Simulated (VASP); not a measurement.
Here is the system:

```
CELL_PARAMETERS angstrom
      0.00000     2.99978     2.99978
      2.99978     0.00000     2.99978
      2.99978     2.99978     0.00000
ATOMIC_POSITIONS crystal
  Hg 0.00000 0.00000 0.00000
  S  0.25000 0.25000 0.25000
```

These are PBE GGA with spin-orbit coupling, VASP's PBE PAW potentials (set 64) (plane waves; VASP 6.6.1) values and carry that method's errors. Numerical set-up: 400 eV cut-off, 10×10×10 Γ-centred mesh, Gaussian smearing of 0.050 eV, potentials Hg S.

Task: Give the energies of bands 9 to 22 at the high-symmetry points, in eV from the valence-band maximum.

Result: 
```json
[
 {"band": "9", "Γ": "-5.49", "X": "-5.36", "U": "-5.40", "L": "-5.26", "W": "-5.49"},
 {"band": "10", "Γ": "-5.49", "X": "-5.36", "U": "-5.22", "L": "-5.26", "W": "-5.24"},
 {"band": "11", "Γ": "-5.49", "X": "-4.93", "U": "-4.94", "L": "-5.03", "W": "-5.12"},
 {"band": "12", "Γ": "-5.49", "X": "-4.93", "U": "-4.93", "L": "-5.03", "W": "-4.73"},
 {"band": "13", "Γ": "-0.54", "X": "-4.42", "U": "-4.71", "L": "-4.93", "W": "-4.69"},
 {"band": "14", "Γ": "-0.54", "X": "-4.42", "U": "-4.51", "L": "-4.93", "W": "-4.56"},
 {"band": "15", "Γ": "-0.02", "X": "-2.09", "U": "-2.65", "L": "-0.86", "W": "-2.57"},
 {"band": "16", "Γ": "-0.02", "X": "-2.09", "U": "-2.39", "L": "-0.86", "W": "-2.33"},
 {"band": "17", "Γ": "-0.02", "X": "-1.98", "U": "-1.68", "L": "-0.82", "W": "-2.18"},
 {"band": "18", "Γ": "-0.02", "X": "-1.98", "U": "-1.60", "L": "-0.82", "W": "-1.90"},
 {"band": "19", "Γ": "0.07", "X": "3.12", "U": "3.20", "L": "1.56", "W": "3.58"},
 {"band": "20", "Γ": "0.07", "X": "3.12", "U": "3.22", "L": "1.56", "W": "3.62"},
 {"band": "21", "Γ": "5.22", "X": "3.56", "U": "4.74", "L": "6.34", "W": "5.29"},
 {"band": "22", "Γ": "5.22", "X": "3.56", "U": "4.75", "L": "6.34", "W": "5.43"}
]
```

The gap is indirect, 0.07 eV, from the valence maximum at K-Γ at 0.86 to the conduction minimum at Γ.

The compound is HgS in the zinc blende structure, metacinnabar; cinnabar is the stable form. It was relaxed first, which changed the volume by +8 %.
